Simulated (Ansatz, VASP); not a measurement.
This is a calculation of ZnBi3 for VASP 6.6.1. The cell comes from a database or a generator and needn't be the stable form of this composition.

File INCAR:

```
SYSTEM = ZnBi3
PREC = Accurate
ENCUT = 520
EDIFF = 1E-7
ISMEAR = -1
SIGMA = 0.05
LREAL = .FALSE.
LASPH = .TRUE.
NELM = 100
ALGO = Normal
ISIF = 2
LWAVE = .FALSE.
LCHARG = .TRUE.
GGA = PE
LELF = .TRUE.
LVHAR = .TRUE.
NBANDS = 36
```

The input KPOINTS:

```
regular mesh
0
G
  6 6 6
  0 0 0
```

The input POSCAR:

```
ZnBi3
1.0
    4.8731640000      0.0000000000      0.0000000000
    0.0000000000      4.8731640000      0.0000000000
    0.0000000000      0.0000000000      4.8731640000
Bi Zn
3 1
Direct
    0.5000000000      0.5000000000      0.0000000000
    0.5000000000      0.0000000000      0.5000000000
    0.0000000000      0.5000000000      0.5000000000
    0.0000000000      0.0000000000      0.0000000000
```

Potentials or basis: VASP PAW PBE potentials, release 64 (Bi_d, Zn).

The run is started by

```bash
$ cat potpaw_PBE.64/Bi_d/POTCAR potpaw_PBE.64/Zn/POTCAR > POTCAR
$ mpirun -np 1 vasp_std > vasp.out
```

Problem. Set up the same calculation for Ansatz 0.2.0. Potentials or basis there: Ansatz PAW, cutoff 420 eV.

Solution. As run (cutoffs and basis follow the program's own potentials, and thresholds, step limits or extra output files can differ):

Contents of input.yaml:

```yaml
crystal:
  lattice:
    - [4.873164, 0.0, 0.0]
    - [0.0, 4.873164, 0.0]
    - [0.0, 0.0, 4.873164]
  atoms:
    - { symbol: Bi, position: [0.5, 0.5, 0.0] }
    - { symbol: Bi, position: [0.5, 0.0, 0.5] }
    - { symbol: Bi, position: [0.0, 0.5, 0.5] }
    - { symbol: Zn, position: [0.0, 0.0, 0.0] }
hamiltonian:
  xc: pbe
  pseudopotentials: { kind: paw }
kpoints:
  mp_grid: { grid: [6, 6, 6] }
scf:
  occupations: { method: fermi_dirac, width: 0.05 }
output:
  forces: true
  stress: true
  eigenvalues: true
  write_density: true
  write_potential: true
  elf: true
  volumetric_format: npy
```

Potentials or basis: Ansatz PAW.

Run with:

```console
$ ansatz run input.yaml --threads 2 --pin off --max-ram 5120MiB --backend cpu --events-out ev --progress --plain --runs-dir out
```

Both were run:

|  | VASP | Ansatz |
| --- | --- | --- |
| Pressure | -0.1 GPa | 0.0 GPa |

Ansatz's pressure holds a Pulay term of +0.04 GPa for its cutoff of 420 eV, which the other run lacks.

Where Ansatz's input types no cutoff or centring, it takes its own default and a Γ-centred mesh.

Pressure is positive in compression.
